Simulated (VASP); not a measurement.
Data:

```yaml
crystal:
  lattice:
    - [4.51137, 0.00000, 0.00000]
    - [0.00000, 4.51137, 0.00000]
    - [0.00000, 0.00000, 3.17964]
  atoms:
    - { symbol: Ir, position: [0.00000, 0.00000, 0.00000] }
    - { symbol: Ir, position: [0.50000, 0.50000, 0.50000] }
    - { symbol: O, position: [0.30847, 0.30847, 0.00000] }
    - { symbol: O, position: [0.80847, 0.19153, 0.50000] }
    - { symbol: O, position: [0.19153, 0.80847, 0.50000] }
    - { symbol: O, position: [0.69153, 0.69153, 0.00000] }
```

These are PBE GGA with D4 dispersion, VASP's PBE PAW potentials (set 64) (plane waves; VASP 6.6.1) values and carry that method's errors. Numerical set-up: 520 eV cut-off, 8×8×11 Γ-centred mesh, tetrahedra with Blöchl corrections, potentials Ir O.

The cores are frozen, which limits the accuracy of field gradients.

Problem. Give the principal components of the electric field gradient (V/Å²) and the asymmetry η at each nucleus.

Solution. 
```
atom     Vxx    Vyy    Vzz     η
----  ------  -----  -----  ----
Ir1   -182.2  -19.9  202.1  0.80
Ir2   -182.2  -19.9  202.1  0.80
O3      57.5   41.4  -98.9  0.16
O4      57.5   41.4  -98.9  0.16
O5      57.5   41.4  -98.9  0.16
O6      57.5   41.4  -98.9  0.16
```

The compound is IrO2 in the rutile structure. It was relaxed first.
